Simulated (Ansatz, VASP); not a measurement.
## Zr (Zr strained to the junction's net) in two plane-wave programs

Aim: how closely do two programs agree when they are given the same cell, functional and k mesh? The structure shown is the end of the Ansatz relaxation below.

Method: plane waves, with VASP 6.6.1 beside it; single point at PBE, in Ansatz 0.2.0.

## 1. The starting structure

Symmetry: P6_3/mmc, No. 194, hexagonal system. Conventional cell: a = 3.220 Å, b = 3.220 Å, c = 5.191 Å, α = 90.00°, β = 90.00°, γ = 120.00°. Nearest to Zr lie 12 Zr at 3.19 to 3.22 Å.

## 2. Ansatz: relaxation, PBE

Ansatz runs on its default PAW (the set named soft_2) files.

This run makes the geometry at which the two programs are then compared.

The input, input.yaml:

```yaml
crystal:
  lattice:
    - [3.22, 0.0, 0.0]
    - [-1.61, 2.7886018002, 0.0]
    - [0.0, 0.0, 5.1812043344]
  atoms:
    - { symbol: Zr, position: [0.0, 0.0, 0.0] }
    - { symbol: Zr, position: [0.3333333333, 0.6666666667, 0.5] }
kpoints:
  mp_grid: { grid: [12, 12, 6] }
scf:
  occupations: { method: fermi_dirac, width: 0.1 }
  max_iter: 150
hamiltonian:
  xc: pbe
relax:
  f_tol: 0.01
  max_steps: 40
  cell: { fix: [a, b, angles] }
```

Launch:

```bash
ansatz run input.yaml --threads 4 --pin off --max-ram 12288MiB --backend cpu --events-out ev --progress --plain --runs-dir out
```

Numbers of over 12 decimals in the logs are rounded to 6 here.

What it wrote:

```text
Engine: ansatz 0.2.0, aarch64-unknown-linux-gnu
Pseudopotentials: kind: paw
Pseudopotential: Zr, paw, valence charge 12, recommended cutoff 420 eV (normal), Zr.paw.azcp
Functional definition: PBE
  parameter kappa = 0.804
  parameter beta = 0.066725
  exchange = pbe_x(kappa = kappa, mu = beta*pi^2/3)
  correlation = pbe_c(beta = beta)
Crystal: 2 atoms, lattice volume = 46.524 Å³
Basis set: ecut = 420 eV, 941 PW (Γ), exchange–correlation on 48×48×72 points (8 copies of the dense FFT grid, shifted against one another)
Bands: 16, of which v1, the nominal top of the filled ones, is band 12 counted from 1 (11 counted from 0)
Symmetry: 24 space group operations
Space group: P63/mmc (ITA 194), of the structure as read, at distance tolerance 3.6e-5 Å
k-points: 76 of 864
Non-local potential: Zr, projectors of the file, l = 0: 3, l = 1: 2, l = 2: 2, l = 3: 2
PAW form: soft (Blöchl's): semilocal exchange-correlation on the pseudo side does not see the compensation charge
PAW one-centre angular grid: Zr, 590 points (default); XC on 64 Gauss nodes
Initial density: superposition of atomic densities (neutral atoms: chi_scale 0, normalization atom), corrected by the library's trained network
Initial wavefunctions: pseudopotential atomic-orbital guess
Functional: x = pbe(κ = 0.804, μ = 0.219515), c = pbe(β = 0.066725)
SCF iter   1: F=—  HF=-8367.704411 eV  |F-HF|=—  |Δ(HF+E_count)|=         —  Δρ=2.69e-3  dr2=1.20e-3  ethr=1.77e-3  ⟨swp⟩=4.8  Hψ=5149  notcnv=0
preconditioner: auto → Kerker (q_TF=auto, 2.443 Å⁻¹)  [metal: Δε(μ)=0.008 eV  Ē_g=3.144 eV  σ=0.100 eV  W_gap=0.02  n_scr=10 (ndim 8)  ℏωp=15.4 eV  f_vac=0.000  D(μ)=2.14/eV (n_scr^D=22)]
SCF iter   2: F=—  HF=-8367.703747 eV  |F-HF|=—  |Δ(HF+E_count)|=   6.64e-4  Δρ=1.63e-3  dr2=4.90e-4  ethr=4.98e-6  ⟨swp⟩=2.5  Hψ=2669  notcnv=0
SCF iter   3: F=—  HF=-8367.704090 eV  |F-HF|=—  |Δ(HF+E_count)|=   3.43e-4  Δρ=2.82e-4  dr2=2.45e-5  ethr=2.04e-6  ⟨swp⟩=3.0  Hψ=2196  notcnv=0
SCF iter   4: F=—  HF=-8367.704083 eV  |F-HF|=—  |Δ(HF+E_count)|=   6.94e-6  Δρ=1.08e-4  dr2=4.23e-6  ethr=1.02e-7  ⟨swp⟩=2.5  Hψ=2041  notcnv=0
iter 5 did not close the SCF: its close was put off for the readings that it lacked (scf_convergence_deferred on its scf_iter line)
SCF iter   5: F=-8367.704083 eV  HF=-8367.704083 eV  |F-HF|=1.42e-9  |Δ(HF+E_count)|=   4.11e-7  Δρ=1.47e-5  dr2=6.58e-8  ethr=1.76e-8  ⟨swp⟩=2.9  Hψ=2271  notcnv=0
SCF iter   6: F=-8367.704083 eV  HF=-8367.704083 eV  |F-HF|=1.05e-9  |Δ(HF+E_count)|=   8.85e-9  Δρ=3.24e-6  dr2=3.33e-9  ethr=2.74e-10  ⟨swp⟩=2.0  Hψ=3799  notcnv=0
SCF 1 converged in 6 iterations: F = -8367.704083 eV  dr2 = 3.33e-9
  greatest PAW one-centre occupation: 0.996 electrons in one spin orbital (limit 2), on the Zr atom at site 1 (counted from 0), in its partial waves of l = 0
relax step   1: F+E_penalty+E_count = -8367.70408270 eV  Δ(F+E_penalty+E_count) = +0.000e0 eV  max|allowed force component| = 7.401e-17 eV/Å  Δτ_max = 0.0000 Å  P = +0.576 GPa  Ω = 46.524 Å³  fix = [a, b, alpha, beta, gamma]  reactions: a +0.703, b +0.703 GPa  (6 SCF iters, dr2 threshold 1.00e-7 eV, accepted)
[...]
relax step   2: F+E_penalty+E_count = -8367.70413030 eV  Δ(F+E_penalty+E_count) = -4.761e-5 eV  max|allowed force component| = 7.401e-17 eV/Å  Δτ_max = 0.0000 Å  P = +0.277 GPa  Ω = 46.664 Å³  energy of the carried Pulay correction = -1.642e-5 eV  fix = [a, b, alpha, beta, gamma]  reactions: a +0.502, b +0.502 GPa  (3 SCF iters, dr2 threshold 2.00e-7 eV, accepted)
[...]
relax step   3: F+E_penalty+E_count = -8367.70416261 eV  Δ(F+E_penalty+E_count) = -3.231e-5 eV  max|allowed force component| = 5.089e-17 eV/Å  Δτ_max = 0.0000 Å  P = +0.381 GPa  Ω = 46.615 Å³  energy of the carried Pulay correction = -1.068e-5 eV  fix = [a, b, alpha, beta, gamma]  reactions: a +0.572, b +0.572 GPa  (3 SCF iters, dr2 threshold 7.40e-8 eV, accepted)
[...]
relax step   4: F+E_penalty+E_count = -8367.70417309 eV  Δ(F+E_penalty+E_count) = -1.048e-5 eV  max|allowed force component| = 9.252e-17 eV/Å  Δτ_max = 0.0000 Å  P = +0.381 GPa  Ω = 46.615 Å³  fix = [a, b, alpha, beta, gamma]  reactions: a +0.572, b +0.572 GPa  stress off target by 8.63e-4 GPa on what of the cell is left free  SCF on the basis re-selected at this cell (its energy is not comparable with the rows above)  (4 SCF iters)
basis re-selected at this cell: Δ(F+E_penalty+E_count) = -1.048e-5 eV, ΔP = +0.000 GPa vs the last step (what re-selecting the basis moved, of the pressure what is left beyond the Pulay correction that the steps carried, after the strain that the cell walked since its last selection, with what the two solves' SCF thresholds leave and, on support functions, any second-order correction that the steps lacked; it is no m [...]
SCF converged after 4 iterations
Free energy (F): -8367.704173 eV
Harris-Foulkes:  -8367.704173 eV  (|F-HF|=3.64e-12)
Internal energy: -8367.631729 eV  (E = F + TS)
E sigma→0 (E₀):  -8367.667951 eV
Entropy (-TS):   -0.072444 eV (-36.222 meV/atom)
Fermi energy:    13.957258 eV
--- Per-component energies (eV) ---
  E_band       = -193.988521
  E_kinetic    = 665.239663
  E_local      = -1254.740218  (includes V_loc(G=0)·N_el)
  E_nonlocal   = 161.083403
  E_hartree    = 388.426189
  E_xc         = -322.894650
  E_vxc        = -381.288891  (∫ρ·V_xc dr)
  E_paw        = -5908.254654  (= ΣΔE_a)
  E_vpaw       = -161.134910  (= ΣTr[D̂ρ^β])
  E_aug_tail   = 0.000049  (compensation charges beyond the density's cutoff)
  E_ewald      = -2096.491510
  E_smearing   = -0.072444  (= −TS)
  E_closure    = -0.000000  (closes the sum)
  Σ components = -8367.704173   (vs F -8367.704173, Δ=0.00e0)
--- Forces (eV/Å), atoms counted from 1 ---
  atom   1  Zr    -0.00000000    -0.00000000     0.00000000
  atom   2  Zr     0.00000000     0.00000000     0.00000000
  max |Σ_I F_I| component: 5.55e-17 eV/Å
--- Stress (GPa, compression-positive) ---
        0.572238       0.000000       0.000000
        0.000000       0.572238       0.000000
        0.000000       0.000000      -0.000863
  P = ⅓ Tr σ = 0.3812 GPa (3.812 kbar)
--- Band table (eV; the first three rows and the last of 76) ---
  k-point 0: bands = [... 8 lower, 8.3408, 10.9553, 14.8700, 14.8700, 14.8993, 15.0607, 15.5338, 15.5338]
  k-point 1: bands = [... 8 lower, 8.5672, 10.9262, 14.6736, 14.7297, 14.7761, 14.7761, 15.3785, 15.3785]
  k-point 2: bands = [... 8 lower, 9.1902, 10.6837, 14.0732, 14.3278, 14.6992, 14.6992, 15.0605, 15.0605]
  k-point 75: bands = [... 8 lower, 12.5588, 12.5588, 12.7273, 12.7273, 13.9552, 13.9552, 15.9985, 15.9985]
--- Relaxed structure (3 steps of the walk, 3 accepted, 1 SCFs on fresh bases) ---
  F+E_penalty+E_count = -8367.70417309 eV   max|allowed force component| = 9.252e-17 eV/Å   (the final SCF, on the basis selected at the relaxed cell)
  cell:  # Å, volume = 46.6148 Å³
    - [3.220000, 0, 0.0]
    - [-1.610000, 2.788602, 0.0]
    - [0.0, 0.0, 5.191362]
  atoms:
    - { symbol: Zr, position: [9.251858539620026e-18, -5.0885221963063406e-17, 0.0] }
    - { symbol: Zr, position: [0.333333, 0.666667, 0.5] }
```

## 3. VASP: single point, PBE

The same cell, functional, mesh and smearing now go to VASP, with its own data sets.

Lines of VASP's logs that name or quote its potential files are left out, and so is its time.

The input, INCAR:

```
SYSTEM = Zr
PREC = Accurate
ENCUT = 500
EDIFF = 1E-06
NELM = 120
ISMEAR = -1
SIGMA = 0.1
LREAL = .FALSE.
ALGO = Normal
GGA = PE
NBANDS = 18
LASPH = .TRUE.
LORBIT = 11
LWAVE = .FALSE.
LCHARG = .FALSE.
ISIF = 2
GGA_COMPAT = .FALSE.
```

The input, POSCAR:

```
Zr
1.0
    3.2200000000      0.0000000000      0.0000000000
   -1.6100000000      2.7886018002      0.0000000000
    0.0000000000      0.0000000000      5.1913618082
Zr
2
Direct
    0.0000000000      0.0000000000      0.0000000000
    0.3333333333      0.6666666667      0.5000000000
```

The input, KPOINTS:

```
Automatic mesh
0
Gamma
12 12 6
0 0 0
```

PAW data sets: Zr_sv (PBE family, release 64).

Launch:

```bash
mpirun -np 1 vasp_std
```

What it wrote:

```text
[banner, memory and clock lines left out]
running    1 mpi-ranks, on    1 nodes
 distrk:  each k-point on    1 cores,    1 groups
 distr:  one band on    1 cores,    1 groups

 POSCAR found type information on POSCAR Zr
 POSCAR found :  1 types and       2 ions
 LDA part: xc-table for (Slater+PW92), standard interpolation
 POSCAR, INCAR and KPOINTS ok, starting setup
 FFT: planning ... GRIDC
 FFT: planning ... GRID_SOFT
 FFT: planning ... GRID
 WAVECAR not read
 entering main loop
       N       E                     dE             d eps       ncg     rms          rms(c)
DAV:   1     0.211382988914E+03    0.21138E+03   -0.13132E+04  2736   0.129E+03
DAV:   2    -0.437765853556E+01   -0.21576E+03   -0.21264E+03  3248   0.370E+02
DAV:   3    -0.175010682546E+02   -0.13123E+02   -0.13003E+02  4936   0.683E+01
DAV:   4    -0.177709567060E+02   -0.26989E+00   -0.26954E+00  3194   0.100E+01
DAV:   5    -0.177794729902E+02   -0.85163E-02   -0.85091E-02  4140   0.122E+00    0.143E+01
DAV:   6    -0.171830380769E+02    0.59643E+00   -0.94425E-01  2972   0.770E+00    0.561E+00
DAV:   7    -0.170673797058E+02    0.11566E+00   -0.61186E-01  3822   0.540E+00    0.112E+00
DAV:   8    -0.170735214230E+02   -0.61417E-02   -0.41020E-02  3570   0.151E+00    0.282E-01
DAV:   9    -0.170737148859E+02   -0.19346E-03   -0.17850E-03  3446   0.398E-01    0.365E-02
DAV:  10    -0.170736665298E+02    0.48356E-04   -0.45109E-05  3742   0.419E-02    0.249E-02
DAV:  11    -0.170736668601E+02   -0.33033E-06   -0.11089E-05  3058   0.378E-02    0.377E-03
DAV:  12    -0.170736668274E+02    0.32743E-07   -0.39822E-07  1732   0.463E-03
   1 F= -.17073667E+02 E0= -.17037460E+02  d E =-.724131E-01
```

Parts of OUTCAR (step 3):

```text
ion  position               nearest neighbor table
   1  0.000  0.000  0.000-   2 3.19   2 3.19   2 3.19   2 3.19   2 3.19   2 3.19
   2  0.333  0.667  0.500-   1 3.19   1 3.19   1 3.19   1 3.19   1 3.19   1 3.19

  LATTYP: Found a hexagonal cell.
 ALAT       =     3.2200000000
 C/A-ratio  =     1.6122241640

 Subroutine GETGRP returns: Found 24 space group operations
 (whereof 12 operations were pure point group operations)

The static configuration has the point symmetry D_3h.
 The point group associated with its full space group is D_6h.

 Found     76 irreducible k-points:

   k-points           NKPTS =     76   k-points in BZ     NKDIM =     76   number of bands    NBANDS=     18

   dimension x,y,z NGX =    24 NGY =   24 NGZ =   40
   dimension x,y,z NGXF=    48 NGYF=   48 NGZF=   80

   ENCUT  =  500.0 eV  36.75 Ry    6.06 a.u.   5.87  5.87  9.47*2*pi/ulx,y,z

   NELECT =      24.0000    total number of electrons

 k-points in reciprocal lattice and weights: Automatic mesh
   0.00000000  0.00000000  0.00000000       0.001
   0.08333333  0.00000000  0.00000000       0.007
   0.16666667  0.00000000  0.00000000       0.007
   0.25000000 -0.00000000  0.00000000       0.007
   0.33333333 -0.00000000  0.00000000       0.007
   0.41666667  0.00000000  0.00000000       0.007
   0.50000000 -0.00000000  0.00000000       0.003
   0.08333333  0.08333333  0.00000000       0.007
   0.16666667  0.08333333  0.00000000       0.014
[...]
0.33333333  0.25000000  0.50000000       0.014
   0.33333333  0.33333333  0.50000000       0.002

 average (electrostatic) potential at core
       1 -74.6321       2 -74.6321

 E-fermi :   8.9515

 k-point     1 :       0.0000    0.0000    0.0000
  band No.  band energies     occupation
    ...
      6     -17.3786      2.00000
      7     -17.3624      2.00000
      8     -17.3624      2.00000
      9       3.3254      2.00000
     10       5.9462      2.00000
     11       9.8650      0.00022
     12       9.8650      0.00022
     13       9.8941      0.00016
     14      10.0532      0.00003
     15      10.5288      0.00000
    ...

 k-point     2 :       0.0833    0.0000    0.0000
  band No.  band energies     occupation
    ...
      6     -17.4125      2.00000
      7     -17.3870      2.00000
      8     -17.3691      2.00000
      9       3.5212      2.00000
     10       6.1274      2.00000
     11       9.4005      0.02220
     12       9.6832      0.00133
     13      10.0470      0.00003
     14      10.2397      0.00001
     15      10.3743      0.00000
    ...

 k-point     3 :       0.1667    0.0000    0.0000
  band No.  band energies     occupation
    ...
      8     -17.3885      2.00000
      9       4.0713      2.00000
     10       6.5880      2.00000
     11       8.8346      1.52589
     12       8.8817      1.33535
     13       9.9308      0.00011
     14      10.5803      0.00000
     15      10.6213      0.00000
     16      10.6546      0.00000
     17      10.7492      0.00000
    ...

  Total        0.1773683      0.1773683      0.0083807     -0.0000000     -0.0000000      0.0000000
  in kB        6.0962535      6.0962535      0.2880504     -0.0000000     -0.0000000      0.0000000
  external PRESSURE =       4.1601858 kB  Pullay stress =       0.0000000 kB

  energy-cutoff  :      500.00
  volume of cell :       46.61
      direct lattice vectors                 reciprocal lattice vectors
     3.220000000  0.000000000  0.000000000     0.310559006  0.179301326  0.000000000
    -1.610000000  2.788601800  0.000000000     0.000000000  0.358602652  0.000000000
     0.000000000  0.000000000  5.191361808     0.000000000  0.000000000  0.192627684

 POSITION                                       TOTAL-FORCE (eV/Angst)
 -----------------------------------------------------------------------------------
      0.00000      0.00000      0.00000         0.000000     -0.000000      0.000000
     -0.00000      1.85907      2.59568        -0.000000      0.000000      0.000000
 -----------------------------------------------------------------------------------
    total drift:                                0.000000     -0.000000     -0.000000

  FREE ENERGIE OF THE ION-ELECTRON SYSTEM (eV)
  ---------------------------------------------------
  free  energy   TOTEN  =       -17.0736668274 eV

  energy  without entropy=      -17.0012537340  energy(sigma->0) =      -17.03746028

 total charge
# of ion       s       p       d       tot
------------------------------------------
    1        2.233   5.959   1.626   9.818
    2        2.233   5.959   1.626   9.818
--------------------------------------------------
tot          4.465  11.919   3.253  19.636

[... 3 further parts left out ...]
```

The run ends at a pressure of 0.42 GPa.

## 4. Differences

Known differences besides the potentials themselves: the cutoff is 420 eV in Ansatz and 500 eV in VASP; Ansatz's pressure holds a Pulay correction, VASP's none. Total energies have different zeros and are not compared.

The two programs side by side:

```csv
quantity,Ansatz,VASP,difference
pressure (GPa),0.38,0.42,-0.03
```

## 5. Outcome

* difference in pressure (single point, PBE): -0.035 GPa

The difference in pressure is -0.035 GPa (single point, PBE), within the 1 GPa picked in this series as the mark of a large difference. Such differences can come from data sets, numerical settings and the points named under the comparisons, not from the functional's error against experiment.

[Lines on the potential files, build, host, timing and source positions are cut from VASP's logs without a mark.]

[Logs are printed without paths, hosts, clocks, repeated set-up lines and the standing remarks that a program may print on its own settings, such as how far it seeks lower states.]

[Hosts, paths, dates, database ids (printed as entryN), source tags and the programs' standing remarks are cut or masked in the printed files.]
